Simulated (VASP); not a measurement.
# How SCF threshold and plane-wave cutoff change a VASP run on In

Aim: find how far the SCF threshold and plane-wave cutoff must be pushed for In, and what that costs. The series runs use PBE. The SCF threshold tried: EDIFF = 0.01; EDIFF = 0.001; EDIFF = 1E-04; EDIFF = 1E-05; EDIFF = 1E-06; EDIFF = 1E-08. The plane-wave cutoff tried: ENCUT = 140; ENCUT = 180; ENCUT = 220; ENCUT = 240; ENCUT = 280; ENCUT = 310; ENCUT = 380; ENCUT = 480. The start is a cell from a database of measured crystal structures.

Calculated with VASP 6.6.1; PBE; plane waves and PAW (In_d).

## (1) The structure

Symmetry: I4/mmm, No. 139, tetragonal system. Conventional cell: a = 3.251 Å, b = 3.251 Å, c = 4.947 Å, α = 90.00°, β = 90.00°, γ = 90.00°. Nearest to In lie 12 In at 3.25 to 3.38 Å.

## (2) SCF threshold: EDIFF = 0.01

EDIFF stops the electronic loop; forces need it tighter than energies do. PBE, the usual starting point, adds the gradient of the density.

INCAR reads:

```
SYSTEM = In
PREC = Accurate
ENCUT = 400
EDIFF = 0.01
NELM = 100
ISMEAR = -1
SIGMA = 0.05
LREAL = .FALSE.
ALGO = Normal
GGA = PE
NBANDS = 12
LORBIT = 11
LWAVE = .FALSE.
LCHARG = .FALSE.
KPAR = 2
ISIF = 2
```

POSCAR reads:

```
In
1.0
   -1.6254700000      1.6254700000      2.4737000000
    1.6254700000     -1.6254700000      2.4737000000
    1.6254700000      1.6254700000     -2.4737000000
In
1
Direct
    0.0000000000      0.0000000000      0.0000000000
```

KPOINTS reads:

```
Automatic mesh
0
Gamma
10 10 10
0 0 0
```

Potentials, in the order of the species: In_d (PBE family, release 64).

Started as:

```bash
$ mpirun -np 2 vasp_std
```

What it wrote:

```text
[banner, memory and clock lines left out]
running    2 mpi-ranks, on    1 nodes
 distrk:  each k-point on    1 cores,    2 groups
 distr:  one band on    1 cores,    1 groups

 POSCAR found type information on POSCAR In
 POSCAR found :  1 types and       1 ions
 LDA part: xc-table for (Slater+PW92), standard interpolation
 POSCAR, INCAR and KPOINTS ok, starting setup
 FFT: planning ... GRIDC
 FFT: planning ... GRID_SOFT
 FFT: planning ... GRID
 WAVECAR not read
 entering main loop
       N       E                     dE             d eps       ncg     rms          rms(c)
DAV:   1     0.723945256540E+02    0.72395E+02   -0.54124E+03  2508   0.115E+03
DAV:   2     0.864494004875E+00   -0.71530E+02   -0.69756E+02  2564   0.267E+02
DAV:   3    -0.250347181434E+01   -0.33680E+01   -0.33582E+01  2992   0.602E+01
DAV:   4    -0.258253770030E+01   -0.79066E-01   -0.79048E-01  3148   0.898E+00
DAV:   5    -0.258584366700E+01   -0.33060E-02   -0.33057E-02  2932   0.163E+00    0.230E+00
DAV:   6    -0.256308404718E+01    0.22760E-01   -0.36269E-02  2756   0.387E+00    0.115E+00
DAV:   7    -0.255850480417E+01    0.45792E-02   -0.10739E-02  1608   0.205E+00
   1 F= -.25585048E+01 E0= -.25568366E+01  d E =-.333645E-02
```

It took 5.2 s on 2 MPI ranks of Intel Xeon Platinum 8175M at 2.50GHz (Skylake/Cascade Lake), shared host; peak memory 0.27 GiB; 8.8 s of CPU time.

Lines that name or quote the potential files are left out of all logs, and their timing lines are given in words.

OUTCAR, selected parts (step 2):

```text
ion  position               nearest neighbor table
   1  0.000  0.000  0.000-

  LATTYP: Found a body centered tetragonal cell.
 ALAT       =     3.2509400000
 C/A-ratio  =     1.5218367611

 Subroutine GETGRP returns: Found 16 space group operations
 (whereof 16 operations were pure point group operations)

The static configuration has the point symmetry D_4h.

 Found    102 irreducible k-points:

   k-points           NKPTS =    102   k-points in BZ     NKDIM =    102   number of bands    NBANDS=     12

   dimension x,y,z NGX =    24 NGY =   24 NGZ =   24
   dimension x,y,z NGXF=    48 NGYF=   48 NGZF=   48

   ENCUT  =  400.0 eV  29.40 Ry    5.42 a.u.   5.51  5.51  5.51*2*pi/ulx,y,z

   NELECT =      13.0000    total number of electrons

 k-points in reciprocal lattice and weights: Automatic mesh
   0.00000000  0.00000000  0.00000000       0.001
   0.10000000  0.00000000 -0.00000000       0.008
   0.20000000  0.00000000 -0.00000000       0.008
   0.30000000  0.00000000  0.00000000       0.008
   0.40000000  0.00000000  0.00000000       0.008
   0.50000000  0.00000000 -0.00000000       0.004
   0.10000000  0.10000000 -0.00000000       0.008
   0.20000000  0.10000000 -0.00000000       0.016
   0.30000000  0.10000000 -0.00000000       0.016
[...]
-0.40000000 -0.40000000  0.40000000       0.002
   0.50000000  0.50000000  0.50000000       0.001

 average (electrostatic) potential at core
       1 -93.8011

 E-fermi :   7.5131

 k-point     1 :       0.0000    0.0000    0.0000
  band No.  band energies     occupation
    ...
      2      -7.0610      2.00000
      3      -7.0610      2.00000
      4      -6.9802      2.00000
      5      -6.8725      2.00000
      6      -2.0124      2.00000
      7      18.0772      0.00000
      8      18.0773      0.00000
      9      18.2462      0.00000
     10      19.1253      0.00000
     11      21.5361      0.00000
    ...

 k-point     2 :       0.1000    0.0000   -0.0000
  band No.  band energies     occupation
    ...
      2      -7.0623      2.00000
      3      -7.0458      2.00000
      4      -6.9759      2.00000
      5      -6.8783      2.00000
      6      -1.7926      2.00000
      7      15.7825      0.00000
      8      17.6761      0.00000
      9      17.8221      0.00000
     10      18.9241      0.00000
     11      21.7803      0.00000
    ...

 k-point     3 :       0.2000    0.0000   -0.0000
  band No.  band energies     occupation
    ...
      2      -7.0755      2.00000
      3      -7.0179      2.00000
      4      -6.9383      2.00000
      5      -6.8813      2.00000
      6      -1.1247      2.00000
      7      12.3450      0.00000
      8      16.7289      0.00000
      9      17.3573      0.00000
     10      18.8590      0.00000
     11      20.5656      0.00000
    ...

  Total        1.0816568      1.0816568      0.6741120      0.0000000     -0.0000000      0.0000000
  in kB       66.2880304     66.2880304     41.3121415      0.0000000     -0.0000000      0.0000000
  external PRESSURE =      57.9627341 kB  Pullay stress =       0.0000000 kB

  energy-cutoff  :      400.00
  volume of cell :       26.14
      direct lattice vectors                 reciprocal lattice vectors
    -1.625470000  1.625470000  2.473700000     0.000000000  0.307603339  0.202126369
     1.625470000 -1.625470000  2.473700000     0.307603339  0.000000000  0.202126369
     1.625470000  1.625470000 -2.473700000     0.307603339  0.307603339  0.000000000

 POSITION                                       TOTAL-FORCE (eV/Angst)
 -----------------------------------------------------------------------------------
      0.00000      0.00000      0.00000         0.000000      0.000000     -0.000000
 -----------------------------------------------------------------------------------
    total drift:                                0.000000      0.000000     -0.000000

  FREE ENERGIE OF THE ION-ELECTRON SYSTEM (eV)
  ---------------------------------------------------
  free  energy   TOTEN  =        -2.5585048042 eV

  energy  without entropy=       -2.5551683523  energy(sigma->0) =       -2.55683658

 total charge
# of ion       s       p       d       tot
------------------------------------------
    1        1.002   0.494   9.848  11.344

[... 3 further parts left out ...]
```

This run has no spin polarisation. Its electron count is odd, so without a moment it is a metal by construction. The k-mesh is coarse for a metal.

Numbers from this step:

* electronic steps: 7
* electrons: 13
* bands: 12
* irreducible k points: 102
* symmetry operations: 16
* free energy (TOTEN): -2.559 eV
* energy at zero smearing: -2.557 eV
* Fermi energy: 7.513 eV
* pressure: 5.796 GPa
* metallic: yes

The series starts at -2.5568 eV an atom and 5.80 GPa, after 7 cycles in 5.2 s.

## (3) SCF threshold: EDIFF = 0.001

INCAR, as its differences from that of step 2:

```diff
@@ -3,3 +3,3 @@
 ENCUT = 400
-EDIFF = 0.01
+EDIFF = 0.001
 NELM = 100
```

POSCAR is that of step 2.

KPOINTS is that of step 2.

Started as:

```bash
$ mpirun -np 2 vasp_std
```

What it wrote:

```text
[... set-up lines as in an earlier step ...]
 entering main loop
       N       E                     dE             d eps       ncg     rms          rms(c)
[... 4 cycles as in an earlier step ...]
DAV:   5    -0.258594742016E+01   -0.34097E-02   -0.34095E-02  3352   0.163E+00    0.230E+00
DAV:   6    -0.256307533105E+01    0.22872E-01   -0.36434E-02  3096   0.391E+00    0.115E+00
DAV:   7    -0.255861781049E+01    0.44575E-02   -0.11476E-02  3092   0.203E+00    0.259E-01
DAV:   8    -0.255833043876E+01    0.28737E-03   -0.73692E-04  1644   0.497E-01
   1 F= -.25583304E+01 E0= -.25566644E+01  d E =-.333199E-02
```

The job ended after 5.8 s (2 MPI ranks; peak memory 0.27 GiB).

Parts of OUTCAR (step 3):

```text
  Total        0.3573485      0.3573485     -0.1012844      0.0000000     -0.0000000      0.0000000
  in kB       21.8996713     21.8996713     -6.2070901      0.0000000     -0.0000000      0.0000000
  external PRESSURE =      12.5307508 kB  Pullay stress =       0.0000000 kB

 POSITION                                       TOTAL-FORCE (eV/Angst)
 -----------------------------------------------------------------------------------
      0.00000      0.00000      0.00000        -0.000000      0.000000      0.000000
 -----------------------------------------------------------------------------------
    total drift:                               -0.000000      0.000000      0.000000

  FREE ENERGIE OF THE ION-ELECTRON SYSTEM (eV)
  ---------------------------------------------------
  free  energy   TOTEN  =        -2.5583304388 eV

  energy  without entropy=       -2.5549984506  energy(sigma->0) =       -2.55666444

[... 2 parts as in an earlier step ...]

[... 1 further part left out ...]
[key lines of the parts left out:]
E-fermi :   7.5098
```

Against the run before the energy moves by +0.17 meV an atom and the pressure by -4.54 GPa, after 8 cycles in 5.8 s.

## (4) SCF threshold: EDIFF = 1E-04

INCAR, as its differences from that of step 3:

```diff
@@ -3,3 +3,3 @@
 ENCUT = 400
-EDIFF = 0.001
+EDIFF = 1E-04
 NELM = 100
```

POSCAR is that of step 3.

KPOINTS is that of step 3.

Started as:

```bash
$ mpirun -np 2 vasp_std
```

What it wrote:

```text
[... set-up lines as in an earlier step ...]
 entering main loop
       N       E                     dE             d eps       ncg     rms          rms(c)
[... 4 cycles as in an earlier step ...]
DAV:   5    -0.258594749077E+01   -0.34098E-02   -0.34096E-02  3360   0.163E+00    0.230E+00
DAV:   6    -0.256307523479E+01    0.22872E-01   -0.36437E-02  3096   0.391E+00    0.115E+00
DAV:   7    -0.255861781806E+01    0.44574E-02   -0.11475E-02  3180   0.203E+00    0.259E-01
DAV:   8    -0.255834589925E+01    0.27192E-03   -0.89138E-04  3264   0.497E-01    0.340E-02
DAV:   9    -0.255835232962E+01   -0.64304E-05   -0.10115E-05  1660   0.466E-02
   1 F= -.25583523E+01 E0= -.25566866E+01  d E =-.333139E-02
```

Run time: 6.4 s. Hardware: 2 MPI ranks; peak memory 0.27 GiB; 11 s of CPU time.

From OUTCAR (step 4):

```text
  Total        0.4609786      0.4609786     -0.0025861      0.0000000      0.0000000      0.0000000
  in kB       28.2505202     28.2505202     -0.1584891      0.0000000      0.0000000      0.0000000
  external PRESSURE =      18.7808504 kB  Pullay stress =       0.0000000 kB

 POSITION                                       TOTAL-FORCE (eV/Angst)
 -----------------------------------------------------------------------------------
      0.00000      0.00000      0.00000        -0.000000     -0.000000     -0.000000
 -----------------------------------------------------------------------------------
    total drift:                               -0.000000      0.000000     -0.000000

  FREE ENERGIE OF THE ION-ELECTRON SYSTEM (eV)
  ---------------------------------------------------
  free  energy   TOTEN  =        -2.5583523296 eV

  energy  without entropy=       -2.5550209352  energy(sigma->0) =       -2.55668663

[... 2 parts as in an earlier step ...]

[... 1 further part left out ...]
[key lines of the parts left out:]
E-fermi :   7.5092
```

Against the run before the energy moves by -0.02 meV an atom and the pressure by +0.63 GPa, after 9 cycles in 6.4 s.

## (5) SCF threshold: EDIFF = 1E-05

INCAR, as its differences from that of step 4:

```diff
@@ -3,3 +3,3 @@
 ENCUT = 400
-EDIFF = 1E-04
+EDIFF = 1E-05
 NELM = 100
```

POSCAR is that of step 4.

KPOINTS is that of step 4.

Started as:

```bash
$ mpirun -np 2 vasp_std
```

What it wrote:

```text
[... set-up lines as in an earlier step ...]
 entering main loop
       N       E                     dE             d eps       ncg     rms          rms(c)
[... 7 cycles as in an earlier step ...]
DAV:   8    -0.255834592695E+01    0.27189E-03   -0.89166E-04  3280   0.497E-01    0.340E-02
DAV:   9    -0.255835238618E+01   -0.64592E-05   -0.10479E-05  2240   0.464E-02
   1 F= -.25583524E+01 E0= -.25566867E+01  d E =-.333139E-02
```

The job ended after 6.6 s (2 MPI ranks; peak memory 0.27 GiB; 11 s of CPU time).

OUTCAR, selected parts (step 5):

```text
  Total        0.4597205      0.4597205     -0.0040036      0.0000000      0.0000000      0.0000000
  in kB       28.1734135     28.1734135     -0.2453537      0.0000000      0.0000000      0.0000000
  external PRESSURE =      18.7004911 kB  Pullay stress =       0.0000000 kB

 POSITION                                       TOTAL-FORCE (eV/Angst)
 -----------------------------------------------------------------------------------
      0.00000      0.00000      0.00000         0.000000     -0.000000      0.000000
 -----------------------------------------------------------------------------------
    total drift:                               -0.000000      0.000000      0.000000

  FREE ENERGIE OF THE ION-ELECTRON SYSTEM (eV)
  ---------------------------------------------------
  free  energy   TOTEN  =        -2.5583523862 eV

  energy  without entropy=       -2.5550209920  energy(sigma->0) =       -2.55668669

[... 2 parts as in an earlier step ...]

[... 1 further part left out ...]
[key lines of the parts left out:]
E-fermi :   7.5092
```

Against the run before the energy stays within 0.01 meV an atom; the pressure moves by -0.01 GPa, after 9 cycles in 6.6 s.

## (6) SCF threshold: EDIFF = 1E-06

INCAR, as its differences from that of step 5:

```diff
@@ -3,3 +3,3 @@
 ENCUT = 400
-EDIFF = 1E-05
+EDIFF = 1E-06
 NELM = 100
```

POSCAR is that of step 5.

KPOINTS is that of step 5.

Started as:

```bash
$ mpirun -np 2 vasp_std
```

What it wrote:

```text
[... set-up lines as in an earlier step ...]
 entering main loop
       N       E                     dE             d eps       ncg     rms          rms(c)
[... 8 cycles as in an earlier step ...]
DAV:   9    -0.255835270024E+01   -0.67733E-05   -0.13616E-05  3496   0.464E-02    0.145E-02
DAV:  10    -0.255835329643E+01   -0.59619E-06   -0.98654E-07  2148   0.116E-02
   1 F= -.25583533E+01 E0= -.25566877E+01  d E =-.333117E-02
```

The job ended after 7.2 s (2 MPI ranks; peak memory 0.27 GiB; 13 s of CPU time).

OUTCAR, selected parts (step 6):

```text
  Total        0.4714035      0.4714035      0.0079945      0.0000000     -0.0000000      0.0000000
  in kB       28.8893942     28.8893942      0.4899352      0.0000000     -0.0000000      0.0000000
  external PRESSURE =      19.4229079 kB  Pullay stress =       0.0000000 kB

 POSITION                                       TOTAL-FORCE (eV/Angst)
 -----------------------------------------------------------------------------------
      0.00000      0.00000      0.00000        -0.000000     -0.000000     -0.000000
 -----------------------------------------------------------------------------------
    total drift:                               -0.000000      0.000000      0.000000

  FREE ENERGIE OF THE ION-ELECTRON SYSTEM (eV)
  ---------------------------------------------------
  free  energy   TOTEN  =        -2.5583532964 eV

  energy  without entropy=       -2.5550221260  energy(sigma->0) =       -2.55668771

[... 2 parts as in an earlier step ...]

[... 1 further part left out ...]
[key lines of the parts left out:]
E-fermi :   7.5091
```

Against the run before the energy stays within 0.01 meV an atom; the pressure moves by +0.07 GPa, after 10 cycles in 7.2 s.

## (7) SCF threshold: EDIFF = 1E-08

INCAR, as its differences from that of step 6:

```diff
@@ -3,3 +3,3 @@
 ENCUT = 400
-EDIFF = 1E-06
+EDIFF = 1E-08
 NELM = 100
```

POSCAR is that of step 6.

KPOINTS is that of step 6.

Started as:

```bash
$ mpirun -np 2 vasp_std
```

What it wrote:

```text
[... set-up lines as in an earlier step ...]
 entering main loop
       N       E                     dE             d eps       ncg     rms          rms(c)
[... 9 cycles as in an earlier step ...]
DAV:  10    -0.255835331127E+01   -0.61102E-06   -0.11488E-06  2816   0.116E-02    0.172E-03
DAV:  11    -0.255835330549E+01    0.57782E-08   -0.46041E-08  3308   0.199E-03
   1 F= -.25583533E+01 E0= -.25566877E+01  d E =-.333115E-02
```

The job ended after 8 s (2 MPI ranks; peak memory 0.26 GiB; 14 s of CPU time).

Parts of OUTCAR (step 7):

```text
  Total        0.4700103      0.4700103      0.0067557      0.0000000     -0.0000000      0.0000000
  in kB       28.8040120     28.8040120      0.4140148      0.0000000     -0.0000000      0.0000000
  external PRESSURE =      19.3406796 kB  Pullay stress =       0.0000000 kB

  FREE ENERGIE OF THE ION-ELECTRON SYSTEM (eV)
  ---------------------------------------------------
  free  energy   TOTEN  =        -2.5583533055 eV

  energy  without entropy=       -2.5550221524  energy(sigma->0) =       -2.55668773

[... 3 parts as in an earlier step ...]

[... 1 further part left out ...]
[key lines of the parts left out:]
E-fermi :   7.5091
```

Against the run before the energy stays within 0.01 meV an atom; the pressure moves by -0.01 GPa, after 11 cycles in 8 s.

## (8) The SCF threshold series as a table

This step: convergence of PBE results with the threshold; plane waves and PAW (VASP 6.6.1).

This step runs nothing: it gathers the runs above.

Differences are taken from the run with EDIFF = 1E-08. Results of the series, by row:

```csv
setting,status,energy less the reference (meV/atom),pressure (GPa),SCF cycles,wall time (s)
EDIFF = 0.01,converged,-0.1489,5.796,7,5.2
EDIFF = 0.001,converged,0.02329,1.253,8,5.8
EDIFF = 1E-04,converged,0.0011,1.878,9,6.4
EDIFF = 1E-05,converged,0.00104,1.87,9,6.6
EDIFF = 1E-06,converged,2.00e-5,1.942,10,7.2
EDIFF = 1E-08,converged,0,1.934,11,8
```

[end of part 1 of 3]

[Lines on the potential files, build, host, timing and source positions are cut from VASP's logs without a mark.]

[Logs are printed without paths, hosts, clocks, repeated set-up lines and the standing remarks that a program may print on its own settings, such as how far it seeks lower states.]

[Hosts, paths, dates, database ids (printed as entryN), source tags and the programs' standing remarks are cut or masked in the printed files.]

[A measured line is paired with the nearest computed mode of its activity, which favours agreement.]
